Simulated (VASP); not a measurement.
Crystal: Mg2CdO3.

```xyz
6
Lattice="4.2187 0.0000 0.0000 0.0000 4.2187 0.0000 0.0000 0.0000 4.6361" Properties=species:S:1:pos:R:3 pbc="T T T"
Mg    2.1093    0.0000    2.0010
Mg    0.0000    2.1093    2.0010
Cd    0.0000    0.0000    0.3430
O     0.0000    0.0000    2.0787
O     2.1093    0.0000    3.7669
O     0.0000    2.1093    3.7669
```

The cell was built by a generator and needn't be a form met in nature.

| Item | Value |
| --- | --- |
| Program | VASP 6.6.1 |
| Task | relaxation of cell and atoms |
| Functional | PBE |
| Potentials or basis | VASP PAW PBE potentials, release 64 (Mg, Cd, O) |
| Cutoff | 520 eV |
| k mesh | 3 × 3 × 3 |
| Occupations | gaussian, width 0.15 eV |
| Spin | no spin polarisation |

At the start: pressure 22.8 GPa; volume 13.75 Å³/atom.

Q: How do energy, volume and symmetry change on relaxing?

A: Over 24 steps the energy falls by 987.3 meV/atom and the volume is 15.40 Å³/atom (+12.0 %); space group P4/mmm (No. 123, to 0.05 Å).

The path:
```csv
step,energy change (eV),largest force (eV/Å),pressure (GPa),volume (Å³)
1,0.0000,17.0639,22.78,82.51
2,-0.6431,8.1503,-4.45,107.53
3,-3.0678,3.4623,-3.14,92.54
4,-3.1045,3.3753,-3.09,91.91
5,-3.1374,2.9350,0.31,88.21
6,-3.1702,3.0409,-1.45,89.87
7,-4.1359,2.3532,0.51,89.72
8,-4.3734,4.4522,10.35,88.67
9,-4.6818,2.4600,4.90,89.25
10,-5.1812,0.6929,-2.25,92.91
11,-5.2223,0.4719,-4.77,94.62
12,-5.5038,1.2250,-2.50,92.16
13,-5.6447,2.7108,1.87,89.44
14,-5.7274,0.9222,4.83,88.74
15,-5.7504,1.3971,3.68,88.96
16,-5.8226,0.8969,0.30,91.10
17,-5.8299,1.1287,-0.42,91.90
18,-5.8714,0.4696,-0.75,92.40
19,-5.8764,1.5543,-1.73,93.85
20,-5.8952,0.9884,-1.51,93.16
21,-5.9203,0.3107,-0.61,92.66
22,-5.9223,0.1072,-0.11,92.45
23,-5.9224,0.1093,-0.07,92.47
24,-5.9238,0.0680,-0.17,92.39
```

Final structure:
```yaml
crystal:
  lattice:
    - [4.76870, 0.00000, 0.00000]
    - [0.00000, 4.76870, 0.00000]
    - [0.00000, 0.00000, 4.06284]
  atoms:
    - { symbol: Mg, position: [0.50000, 0.00000, 0.41817] }
    - { symbol: Mg, position: [0.00000, 0.50000, 0.41817] }
    - { symbol: Cd, position: [0.00000, 0.00000, 0.91732] }
    - { symbol: O, position: [0.00000, 0.00000, 0.41757] }
    - { symbol: O, position: [0.50000, 0.00000, 0.91972] }
    - { symbol: O, position: [0.00000, 0.50000, 0.91972] }
```

Caveat: the k mesh is coarse (spacing up to 0.50 Å⁻¹), so the values aren't converged.
